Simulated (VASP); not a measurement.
Input:

```yaml
crystal:
  lattice:
    - [1.64480, 0.94963, 6.18568]
    - [-1.64480, 0.94963, 6.18568]
    - [0.00000, -1.89925, 6.18568]
  atoms:
    - { symbol: Si, position: [0.00000, 0.00000, 0.00000] }
    - { symbol: S, position: [0.26283, 0.26283, 0.26283] }
    - { symbol: S, position: [0.73717, 0.73717, 0.73717] }
```

These are r2SCAN meta-GGA, VASP's PBE PAW potentials (set 64) (plane waves; VASP) values and carry that method's errors. Run with 400 eV cut-off, 9×9×9 Γ-centred mesh, tetrahedra with Blöchl corrections, potentials Si S.

Q: Give the energies of bands 3 to 11 at the high-symmetry points, in eV from the valence-band maximum.

A: 
```csv
band,Γ,T,H2,L,S0,F
3,-5.88,-5.15,-8.34,-8.00,-8.39,-8.06
4,-0.51,-1.74,-5.29,-5.88,-5.03,-6.00
5,-0.51,-0.48,-4.81,-3.13,-5.03,-3.16
6,-0.39,-0.48,-4.24,-2.64,-4.37,-2.54
7,-0.39,-0.42,-1.11,-1.36,-1.09,-0.75
8,-0.37,-0.42,-0.95,-0.66,-0.99,-0.57
9,4.43,4.83,3.62,1.92,3.63,1.65
10,5.12,5.17,6.21,5.44,6.57,5.42
11,5.65,5.68,8.05,6.56,7.56,5.87
```

The gap is indirect, 1.65 eV, from the valence maximum at F-Γ at 0.71 to the conduction minimum at F.

The structure was generated: SiS2 was put into the CdCl2 type (R-3m), which need not be its known phase. It was relaxed first, which changed the volume by +18 %.
